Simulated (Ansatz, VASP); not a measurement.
# Cross-check of MgB2 between VASP and Ansatz

Wanted: the spread between two codes on one cell, functional and k mesh.

Calculated with Ansatz 0.2.0; plane waves, with VASP 6.6.1 beside it; band structure at PBEsol.

**1. The starting structure**

It takes space group P6/mmm (No. 191, hexagonal). Conventional cell: a = 3.085 Å, b = 3.085 Å, c = 3.523 Å, α = 90.00°, β = 90.00°, γ = 120.00°. Nearest to Mg lie 12 B at 2.51 Å. Nearest to B lie 3 B at 1.78 Å and 6 Mg at 2.51 Å. Farther neighbours are not listed.

**2. Ansatz: band structure, PBEsol**

Ansatz runs on its default PAW (the set named soft_2) files.

With cell and atoms fixed, the geometry can't cause a difference; cores, projectors, grids and the points listed under the comparison can.

File input.yaml:

```yaml
crystal:
  lattice:
    - [3.085, 0.0, 0.0]
    - [-1.5425, 2.6716883707, 0.0]
    - [0.0, 0.0, 3.523]
  atoms:
    - { symbol: Mg, position: [0.0, 0.0, 0.0] }
    - { symbol: B, position: [0.3333333333, 0.6666666667, 0.5] }
    - { symbol: B, position: [0.6666666667, 0.3333333333, 0.5] }
hamiltonian:
  xc: pbesol
  pseudopotentials: { kind: paw }
kpoints:
  mp_grid: { grid: [5, 5, 4] }
  band_path:
    path:
      - [0.0, 0.0, 0.0]
      - [0.13333, 0.0, 0.0]
      - [0.3, 0.0, 0.0]
      - [0.46667, 0.0, 0.0]
      - [0.46667, 0.06667, 0.0]
      - [0.41111, 0.17778, 0.0]
      - [0.35556, 0.28889, 0.0]
      - [0.28889, 0.28889, 0.0]
      - [0.17778, 0.17778, 0.0]
      - [0.06667, 0.06667, 0.0]
      - [0.0, 0.0, 0.03333]
      - [0.0, 0.0, 0.2]
      - [0.0, 0.0, 0.36667]
      - [0.0, 0.0, 0.5]
      - [0.16667, 0.0, 0.5]
      - [0.3, 0.0, 0.5]
      - [0.46667, 0.0, 0.5]
      - [0.46667, 0.06667, 0.5]
      - [0.41111, 0.17778, 0.5]
      - [0.35556, 0.28889, 0.5]
      - [0.28889, 0.28889, 0.5]
      - [0.17778, 0.17778, 0.5]
      - [0.06667, 0.06667, 0.5]
      - [0.5, 0.0, 0.46667]
      - [0.5, 0.0, 0.3]
      - [0.5, 0.0, 0.13333]
      - [0.33333, 0.33333, 0.0]
      - [0.33333, 0.33333, 0.16667]
      - [0.33333, 0.33333, 0.33333]
      - [0.33333, 0.33333, 0.5]
    npoints: 1
scf:
  occupations: { method: gaussian, width: 0.02 }
  n_extra_bands: 7
output:
  forces: true
  stress: true
  eigenvalues: true
```

Run with:

```sh
> ansatz run input.yaml --threads 2 --pin off --max-ram 4608MiB --backend cpu --events-out ev --progress --plain --runs-dir out
```

Numbers of over 12 decimals in the logs are rounded to 6 here.

Output:

```text
scf.n_extra_bands = 7 over 8 filled bands (N_el = 16.0): the run solves 15 bands
Engine: ansatz 0.2.0, aarch64-unknown-linux-gnu
Pseudopotentials: kind: paw
Pseudopotential: Mg, paw, valence charge 10, recommended cutoff 420 eV (normal), Mg.paw.azcp
Pseudopotential: B, paw, valence charge 3, recommended cutoff 420 eV (normal), B.paw.azcp
Functional definition: PBEsol
  exchange = pbesol_x
  correlation = pbesol_c
Crystal: 3 atoms, lattice volume = 29.037 Å³
Basis set: ecut = 420 eV, 563 PW (Γ), exchange–correlation on 48×48×48 points (8 copies of the dense FFT grid, shifted against one another)
Bands: 15, of which v1, the nominal top of the filled ones, is band 8 counted from 1 (7 counted from 0)
Symmetry: 24 space group operations
Space group: P6/mmm (ITA 191), of the structure as read, at distance tolerance 3.1e-5 Å
k-points: 15 of 100
Non-local potential: Mg, projectors of the file, l = 0: 3, l = 1: 2, l = 2: 1
Non-local potential: B, projectors of the file, l = 0: 2, l = 1: 2, l = 2: 1
PAW form: soft (Blöchl's): semilocal exchange-correlation on the pseudo side does not see the compensation charge
PAW frozen core: Mg, regenerated for the run's functional, and the local potential with it (the file was generated under x = pbe(κ = 0.804, μ = 0.219515), c = pbe(β = 0.066725))
PAW frozen core: B, regenerated for the run's functional, and the local potential with it (the file was generated under x = pbe(κ = 0.804, μ = 0.219515), c = pbe(β = 0.066725))
PAW one-centre angular grid: Mg, 110 points (default); XC on 64 Gauss nodes
PAW one-centre angular grid: B, 110 points (default); XC on 64 Gauss nodes
Initial density: superposition of atomic densities (neutral atoms: chi_scale 0, normalization atom), corrected by the library's trained network
Initial wavefunctions: pseudopotential atomic-orbital guess
Functional: x = pbesol(κ = 0.804, μ = 0.123457), c = pbesol(β = 0.046)
SCF iter   1: F=—  HF=-2217.791514 eV  |F-HF|=—  |Δ(HF+E_count)|=         —  Δρ=3.78e-3  dr2=5.32e-3  ethr=1.77e-3  ⟨swp⟩=5.8  Hψ=1140  notcnv=0  defer=1
preconditioner: auto → none  [insulator: Δε(μ)=0.405 eV  Ē_g=13.773 eV  σ=0.020 eV  W_gap=0.83  n_scr=8 (ndim 8)  ℏωp=19.5 eV  f_vac=0.000  D(μ)=4.24/eV (n_scr^D=70)  ε∞_Penn≈3.0]
SCF iter   2: F=—  HF=-2217.789971 eV  |F-HF|=—  |Δ(HF+E_count)|=   1.54e-3  Δρ=1.08e-3  dr2=2.24e-4  ethr=3.32e-5  ⟨swp⟩=2.1  Hψ=448  notcnv=0  defer=31
SCF iter   3: F=—  HF=-2217.789886 eV  |F-HF|=—  |Δ(HF+E_count)|=   8.50e-5  Δρ=2.28e-4  dr2=8.68e-6  ethr=1.40e-6  ⟨swp⟩=2.4  Hψ=306  notcnv=0  defer=31
SCF iter   4: F=—  HF=-2217.789909 eV  |F-HF|=—  |Δ(HF+E_count)|=   2.30e-5  Δρ=6.66e-5  dr2=4.53e-7  ethr=5.42e-8  ⟨swp⟩=1.9  Hψ=242  notcnv=0  defer=31
iter 5 did not close the SCF: its close was put off for the readings that it lacked (scf_convergence_deferred on its scf_iter line)
SCF iter   5: F=-2217.789910 eV  HF=-2217.789910 eV  |F-HF|=2.91e-9  |Δ(HF+E_count)|=   4.46e-7  Δρ=5.53e-6  dr2=4.17e-9  ethr=2.83e-9  ⟨swp⟩=2.3  Hψ=302  notcnv=0  defer=31
SCF iter   6: F=-2217.789910 eV  HF=-2217.789910 eV  |F-HF|=3.87e-11  |Δ(HF+E_count)|=   3.57e-9  Δρ=6.44e-7  dr2=7.07e-11  ethr=2.61e-11  ⟨swp⟩=4.9  Hψ=867  notcnv=0
SCF 1 converged in 6 iterations: F = -2217.789910 eV  dr2 = 7.07e-11
  greatest PAW one-centre occupation: 1.000 electrons in one spin orbital (limit 2), on the Mg atom at site 0 (counted from 0), in its partial waves of l = 0
NSCF: frozen V_eff on 30 k-points
SCF converged after 6 iterations
Free energy (F): -2217.789910 eV
Harris-Foulkes:  -2217.789910 eV  (|F-HF|=3.87e-11)
Internal energy: -2217.789062 eV  (E = F + TS)
E sigma→0 (E₀):  -2217.789486 eV
Entropy (-TS):   -0.000848 eV (-0.283 meV/atom)
Fermi energy:    9.438242 eV
--- Per-component energies (eV) ---
  E_band       = -292.387172
  E_kinetic    = 173.457390
  E_local      = -1521.203969  (includes V_loc(G=0)·N_el)
  E_nonlocal   = 118.597995
  E_hartree    = 541.070049
  E_xc         = -93.467974
  E_vxc        = -114.516466  (∫ρ·V_xc dr)
  E_paw        = -431.469786  (= ΣΔE_a)
  E_vpaw       = -30.862026  (= ΣTr[D̂ρ^β])
  E_aug_tail   = -0.000014  (compensation charges beyond the density's cutoff)
  E_ewald      = -1004.861037
  E_core_change = 0.088284  (= ΣΔE_core)
  E_smearing   = -0.000848  (= −TS)
  E_closure    = -0.000000  (closes the sum)
  Σ components = -2217.789910   (vs F -2217.789910, Δ=0.00e0)
--- Forces (eV/Å), atoms counted from 1 ---
  atom   1  Mg    -0.00000000     0.00000000     0.00000000
  atom   2  B      0.00000000    -0.00000000     0.00000000
  atom   3  B      0.00000000     0.00000000     0.00000000
  max |Σ_I F_I| component: 1.85e-17 eV/Å
--- Stress (GPa, compression-positive) ---
       -3.550463       0.000000       0.000000
        0.000000      -3.550463       0.000000
        0.000000       0.000000      -3.086475
  P = ⅓ Tr σ = -3.3958 GPa (-33.958 kbar)
--- Band table (eV; the first three rows and the last of 15) ---
  k-point 0: bands = [... 4 lower, -3.2370, 6.2355, 9.5360, 9.5360, 10.7894, 15.4354, 15.4354, 17.2630, ... 3 higher]
  k-point 1: bands = [... 4 lower, -2.7231, 3.6455, 9.7159, 9.7159, 14.6293, 15.5957, 15.5957, 17.1811, ... 3 higher]
  k-point 2: bands = [... 4 lower, -1.9407, 1.7309, 9.9117, 9.9117, 15.7741, 15.7741, 17.0990, 19.0489, ... 3 higher]
  k-point 14: bands = [... 4 lower, 2.0693, 2.6599, 5.3434, 6.1631, 7.8533, 13.6893, 17.6471, 22.4399, ... 3 higher]
```

Wall time 0.7 s (2 threads of Arm Neoverse V1, shared host); peak memory 0.25 GiB; 1.2 s of CPU time.

In the SCF lines HF is the Harris–Foulkes energy and dr2 the Hartree energy of the density residual, in eV; the loop may stop once dr2 is under the threshold and the program's other checks hold. Hψ counts applications of the Hamiltonian.

**3. VASP: band structure, PBEsol**

The same cell, functional, mesh and smearing now go to VASP, with its own data sets and cutoff.

Lines of VASP's logs that name or quote its potential files are left out, and so is its time.

File INCAR:

```
SYSTEM = MgB2
PREC = Accurate
ENCUT = 420
EDIFF = 1E-06
NELM = 100
ISMEAR = 0
SIGMA = 0.02
LREAL = .FALSE.
ALGO = Normal
GGA = PS
NBANDS = 17
LORBIT = 11
LWAVE = .FALSE.
LCHARG = .FALSE.
KPAR = 4
```

File POSCAR:

```
MgB2
1.0
    3.0850000000      0.0000000000      0.0000000000
   -1.5425000000      2.6716883707      0.0000000000
    0.0000000000      0.0000000000      3.5230000000
Mg B
1 2
Direct
    0.0000000000      0.0000000000      0.0000000000
    0.3333333333      0.6666666667      0.5000000000
    0.6666666667      0.3333333333      0.5000000000
```

File KPOINTS:

```
Automatic mesh
0
Gamma
5 5 4
0 0 0
```

File KPOINTS_OPT:

```
Line mode
16
Line-mode
Reciprocal
  0.00000000   0.00000000   0.00000000 GAMMA
  0.50000000   0.00000000   0.00000000 M

  0.50000000   0.00000000   0.00000000 M
  0.33333333   0.33333333   0.00000000 K

  0.33333333   0.33333333   0.00000000 K
  0.00000000   0.00000000   0.00000000 GAMMA

  0.00000000   0.00000000   0.00000000 GAMMA
  0.00000000   0.00000000   0.50000000 A

  0.00000000   0.00000000   0.50000000 A
  0.50000000   0.00000000   0.50000000 L

  0.50000000   0.00000000   0.50000000 L
  0.33333333   0.33333333   0.50000000 H

  0.33333333   0.33333333   0.50000000 H
  0.00000000   0.00000000   0.50000000 A

  0.50000000   0.00000000   0.50000000 L
  0.50000000   0.00000000   0.00000000 M

  0.33333333   0.33333333   0.00000000 K
  0.33333333   0.33333333   0.50000000 H
```

PAW data sets: Mg and B (PBE family, release 64).

Run with:

```sh
> mpirun -np 4 vasp_std
```

Output:

```text
[banner, memory and clock lines left out]
running    4 mpi-ranks, on    1 nodes
 distrk:  each k-point on    1 cores,    4 groups
 distr:  one band on    1 cores,    1 groups

 POSCAR found type information on POSCAR MgB
 POSCAR found :  2 types and       3 ions
|                                                                             |
|               ----> ADVICE to this user running VASP <----                  |
|                                                                             |
|     You enforced a specific xc type in the INCAR file but a different       |
|     [... a line on the potential file left out ...]
|     I HOPE YOU KNOW WHAT YOU ARE DOING!                                     |
|                                                                             |

 LDA part: xc-table for (Slater+PW92), standard interpolation
 POSCAR, INCAR and KPOINTS ok, starting setup
 FFT: planning ... GRIDC
 FFT: planning ... GRID_SOFT
 FFT: planning ... GRID
 WAVECAR not read
 entering main loop
       N       E                     dE             d eps       ncg     rms          rms(c)
DAV:   1    -0.486621030041E-01   -0.48662E-01   -0.29082E+03   574   0.320E+02
DAV:   2    -0.175016838215E+02   -0.17453E+02   -0.16876E+02   685   0.791E+01
DAV:   3    -0.178263056921E+02   -0.32462E+00   -0.32396E+00   616   0.778E+00
DAV:   4    -0.178269716758E+02   -0.66598E-03   -0.66595E-03   650   0.402E-01
DAV:   5    -0.178269746058E+02   -0.29299E-05   -0.29299E-05   620   0.270E-02    0.515E+00
DAV:   6    -0.164456259827E+02    0.13813E+01   -0.10962E+00   563   0.381E+00    0.249E+00
DAV:   7    -0.162324597178E+02    0.21317E+00   -0.69188E-01   576   0.300E+00    0.764E-01
DAV:   8    -0.162312019401E+02    0.12578E-02   -0.11768E-01   553   0.130E+00    0.482E-01
DAV:   9    -0.162201610298E+02    0.11041E-01   -0.21977E-02   525   0.517E-01    0.617E-02
DAV:  10    -0.162202629790E+02   -0.10195E-03   -0.10224E-03   628   0.142E-01    0.414E-02
DAV:  11    -0.162201944375E+02    0.68542E-04   -0.20049E-04   560   0.519E-02    0.539E-03
DAV:  12    -0.162201941442E+02    0.29331E-06   -0.53322E-06   572   0.106E-02
   1 F= -.16220194E+02 E0= -.16219770E+02  d E =-.848022E-03
 Start KPOINTS_OPT (optional k-point list driver)
k-point batch [1-15\144]
       N       E                     dE             ncg
DAV:   1     0.387060427796E+03   -0.19413E+04      542
DAV:   2     0.120639311530E+03   -0.26642E+03      615
DAV:   3     0.113009398304E+03   -0.76299E+01      631
DAV:   4     0.112989897663E+03   -0.19501E-01      647
DAV:   5     0.112989827006E+03   -0.70657E-04      643
DAV:   6     0.112989826591E+03   -0.41496E-06      558
[...]
k-point batch [136-144\144]
       N       E                     dE             ncg
DAV:   1     0.196295837199E+04   -0.28857E+04      322
DAV:   2     0.181660926358E+04   -0.14635E+03      427
DAV:   3     0.181398424049E+04   -0.26250E+01      336
DAV:   4     0.181397836882E+04   -0.58717E-02      375
DAV:   5     0.181397834286E+04   -0.25954E-04      333
DAV:   6     0.181397834266E+04   -0.20769E-06      327
```

From OUTCAR (step 3):

```text
ion  position               nearest neighbor table
   1  0.000  0.000  0.000-   2 2.51   3 2.51   2 2.51   3 2.51   3 2.51   3 2.51   2 2.51   2 2.51
                             3 2.51   3 2.51   2 2.51   2 2.51
   2  0.333  0.667  0.500-   3 1.78   3 1.78   3 1.78   1 2.51   1 2.51   1 2.51   1 2.51   1 2.51
                             1 2.51
   3  0.667  0.333  0.500-   2 1.78   2 1.78   2 1.78   1 2.51   1 2.51   1 2.51   1 2.51   1 2.51
                             1 2.51

  LATTYP: Found a hexagonal cell.
 ALAT       =     3.0850000000
 C/A-ratio  =     1.1419773096

 Subroutine GETGRP returns: Found 24 space group operations
 (whereof 24 operations were pure point group operations)

The static configuration has the point symmetry D_6h.

 Found     15 irreducible k-points:

   k-points           NKPTS =     15   k-points in BZ     NKDIM =     15   number of bands    NBANDS=     17

   dimension x,y,z NGX =    24 NGY =   24 NGZ =   24
   dimension x,y,z NGXF=    48 NGYF=   48 NGZF=   48

   ENCUT  =  420.0 eV  30.87 Ry    5.56 a.u.   5.16  5.16  5.89*2*pi/ulx,y,z

   NELECT =       8.0000    total number of electrons

 k-points in reciprocal lattice and weights: Automatic mesh
   0.00000000  0.00000000  0.00000000       0.010
   0.20000000  0.00000000  0.00000000       0.060
   0.40000000  0.00000000  0.00000000       0.060
   0.20000000  0.20000000  0.00000000       0.060
   0.40000000  0.20000000  0.00000000       0.060
   0.00000000  0.00000000  0.25000000       0.020
   0.20000000  0.00000000  0.25000000       0.120
   0.40000000  0.00000000  0.25000000       0.120
   0.20000000  0.20000000  0.25000000       0.120
[...]
0.20000000  0.20000000  0.50000000       0.060
   0.40000000  0.20000000  0.50000000       0.060

 average (electrostatic) potential at core
       1 -35.4225       2 -26.2826       3 -26.2826

 E-fermi :   5.4691

 k-point     1 :       0.0000    0.0000    0.0000
  band No.  band energies     occupation
      1      -7.2014      2.00000
      2       2.2592      2.00000
      3       5.5827      0.00000
      4       5.5827      0.00000
      5       6.8293      0.00000
      6      11.4819      0.00000
      7      11.4819      0.00000
    ...

 k-point     2 :       0.2000    0.0000    0.0000
  band No.  band energies     occupation
      1      -6.5100      2.00000
      2       2.8671      2.00000
      3       2.9311      2.00000
      4       4.3969      2.00000
      5       7.4566      0.00000
      6      10.8026      0.00000
      7      12.9727      0.00000
      8      14.0445      0.00000
      9      14.4088      0.00000
    ...

 k-point     3 :       0.4000    0.0000    0.0000
  band No.  band energies     occupation
      1      -4.4906      2.00000
      2      -1.1689      2.00000
      3       3.2016      2.00000
      4       4.7546      2.00000
      5       8.8465      0.00000
      6       9.2112      0.00000
      7      10.1816      0.00000
      8      13.0456      0.00000
      9      17.9080      0.00000
    ...

  Total       -0.6048401     -0.6048401     -0.6049533      0.0000000      0.0000000      0.0000000
  in kB      -33.3731777    -33.3731777    -33.3794201      0.0000000      0.0000000      0.0000000
  external PRESSURE =     -33.3752585 kB  Pullay stress =       0.0000000 kB

  energy-cutoff  :      420.00
  volume of cell :       29.04
      direct lattice vectors                 reciprocal lattice vectors
     3.085000000  0.000000000  0.000000000     0.324149109  0.187147575  0.000000000
    -1.542500000  2.671688371  0.000000000     0.000000000  0.374295150  0.000000000
     0.000000000  0.000000000  3.523000000     0.000000000  0.000000000  0.283848992

 POSITION                                       TOTAL-FORCE (eV/Angst)
 -----------------------------------------------------------------------------------
      0.00000      0.00000      0.00000        -0.000000      0.000000      0.000000
     -0.00000      1.78113      1.76150         0.000000      0.000000      0.000000
      1.54250      0.89056      1.76150        -0.000000     -0.000000     -0.000000
 -----------------------------------------------------------------------------------
    total drift:                                0.000000     -0.000000      0.000000

  FREE ENERGIE OF THE ION-ELECTRON SYSTEM (eV)
  ---------------------------------------------------
  free  energy   TOTEN  =       -16.2201941442 eV

  energy  without entropy=      -16.2193461219  energy(sigma->0) =      -16.21977013

 total charge
# of ion       s       p       d       tot
------------------------------------------
    1        0.159   0.178   0.056   0.394
    2        0.681   1.226   0.000   1.907
    3        0.681   1.226   0.000   1.907
--------------------------------------------------
tot          1.521   2.630   0.056   4.208

[... 3 further parts left out ...]
```

At this level the cell is under a tension of 3.3 GPa, so at these settings it is away from equilibrium.

**4. Side by side**

Known differences besides the potentials themselves: the data sets hold 16 valence electrons in Ansatz (default PAW (the set named soft_2) files) and 8 in VASP; Ansatz makes its cores anew for this functional, VASP keeps those of its PBE data sets; VASP leaves aspherical gradient terms in its spheres out (LASPH is not set), Ansatz keeps them. Total energies have different zeros and are not compared.

Both answers:

```
                                        quantity  Ansatz   VASP  difference
                                  pressure (GPa)   -3.40  -3.34       -0.06
pressure without Ansatz's Pulay correction (GPa)   -3.56  -3.34       -0.22
```

Levels from 3 eV below to 2 eV above the Fermi level differ by 11 meV r.m.s. and 19 meV at most; each VASP level is matched to the nearest of Ansatz, which flatters the figure a little. Ansatz's pressure holds a Pulay correction of 0.16 GPa; VASP's holds none.

**5. Further runs**

Further runs change the set-up of one program: Ansatz's method, potentials or start, or VASP's data sets, cutoff or form of LDA. The table gives Ansatz less VASP for each quantity, since a change that brings one quantity closer may part another.

```
                              run  pressure (GPa)
                         as above          -0.058
Ansatz's all-electron LAPW method           -0.11
```

**6. Summary of results**

* r.m.s. difference of levels near the Fermi level (band structure, PBEsol): 11 meV

**Reading.** The r.m.s. difference of levels near the Fermi level is 11 meV (band structure, PBEsol), within the 80 meV picked in this series as the mark of a large difference. Band structure, PBEsol, Ansatz's all-electron LAPW method: the difference in pressure goes from -0.058 to -0.11 GPa. How closely two codes agree says nothing of how well the functional describes the real material.

[Lines on the potential files, build, host, timing and source positions are cut from VASP's logs without a mark.]

[Logs are printed without paths, hosts, clocks, repeated set-up lines and the standing remarks that a program may print on its own settings, such as how far it seeks lower states.]

[Hosts, paths, dates, database ids (printed as entryN), source tags and the programs' standing remarks are cut or masked in the printed files.]
